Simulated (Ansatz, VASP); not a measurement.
## Two plane-wave programs on Hf3Te

File INCAR:

```
ALGO = Normal
EDIFF = 1E-6
EDIFFG = -0.01
ENCUT = 600
GGA = PE
IBRION = 2
ISIF = 3
ISMEAR = 0
LASPH = T
LCHARG = F
LREAL = F
LWAVE = F
NELM = 100
NSW = 100
PREC = Accurate
SIGMA = 0.1
```

KPOINTS

```
k-points
0
Gamma
  10 10 10
```

POSCAR

```
Hf3Te
1.0
    4.4558255232      0.0000000000      0.0000000000
    0.0000000000      4.4558255232      0.0000000000
    0.0000000000      0.0000000000      4.4100258559
Hf Te
3 1
Direct
    0.0000000000      0.5000000000      0.5000000000
    0.5000000000      0.0000000000      0.5000000000
    0.5000000000      0.5000000000      0.0000000000
    0.0000000000      0.0000000000      0.0000000000
```

Input for Ansatz:

```yaml
crystal:
  lattice:
    - [4.4558255232, 0.0, 0.0]
    - [0.0, 4.4558255232, 0.0]
    - [0.0, 0.0, 4.4100258559]
  atoms:
    - { symbol: Hf, position: [0.0, 0.5, 0.5] }
    - { symbol: Hf, position: [0.5, 0.0, 0.5] }
    - { symbol: Hf, position: [0.5, 0.5, 0.0] }
    - { symbol: Te, position: [0.0, 0.0, 0.0] }
basis:
  ecutwfc: 420
kpoints:
  mp_grid: { grid: [10, 10, 10] }
hamiltonian:
  xc: pbe
scf:
  occupations: { method: gaussian, width: 0.1 }
output:
  forces: true
  stress: true
  eigenvalues: true
relax:
  adjacent_minimum: "off"
  f_tol: 0.01
  max_steps: 80
  cell: { stress_tol: 0.05 }
```

Alike in both runs: task relaxation of cell and atoms; functional PBE; k mesh 10 × 10 × 10; occupations gaussian, width 0.1 eV; no spin polarisation.

|  | VASP | Ansatz |
| --- | --- | --- |
| version | VASP 6.6.1 | Ansatz 0.2.0 |
| potentials or method | VASP PAW PBE potentials, release 64 (Hf_pv, Te) | scalar-relativistic, plane waves, PAW |
| plane-wave cutoff (eV) | 600 | 420 |
| valence electrons in the cell | 36 | 94 |

|  | VASP | Ansatz | Ansatz less VASP |
| --- | --- | --- | --- |
| gap on the k mesh at the Fermi level, each at its own relaxed structure (eV) | none | none | - |
| relaxed volume (Å³/atom) | 21.63 | 21.72 | +0.089 |
| relaxed cell length with the largest relative difference (Å) | 4.393 | 4.402 | +0.0083 |

A gap of «none» marks a metal or a gap that the smearing closes. The two sets of potentials don't hold the same shells in valence.

Spin-orbit coupling is left out, which matters for the levels of Hf, Te.
